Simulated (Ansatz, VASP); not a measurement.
## Two plane-wave programs on HfAl3N

```
Hf Al N
1.0
     4.18752    0.00000    0.00000
     0.00000    4.18752    0.00000
     0.00000    0.00000    4.18752
Hf Al N
1 3 1
Direct
  0.00000 0.00000 0.00000
  0.00000 0.50000 0.50000
  0.50000 0.00000 0.50000
  0.50000 0.50000 0.00000
  0.50000 0.50000 0.50000
```

Change from the starting cell: species swapped into the GdBPd3 type (Pm-3m, No. 221).

Alike in both runs: functional PBE; k mesh 10 × 10 × 10; occupations gaussian, width 0.1 eV; no spin polarisation.

Ansatz relaxed the structure, and its values are those at the end. VASP's run is a single point on that final structure, the one shown.

|  | VASP | Ansatz |
| --- | --- | --- |
| version | VASP 6.6.1 | Ansatz 0.2.0 |
| potentials or method | VASP PAW PBE potentials, release 64 (Hf_pv, Al, N) | scalar-relativistic, plane waves, PAW |
| plane-wave cutoff (eV) | 520 | 420 |
| valence electrons in the cell | 24 | 40 |

```tsv
	VASP	Ansatz	Ansatz less VASP
gap on the k mesh at the Fermi level (eV)	none	none	-
pressure (GPa)	0.0	0.0	-0.02
```

A gap of «none» marks a metal or a gap that the smearing closes. The two sets of potentials don't hold the same shells in valence.

The runs have no spin-orbit coupling, so splittings on Hf are missing.
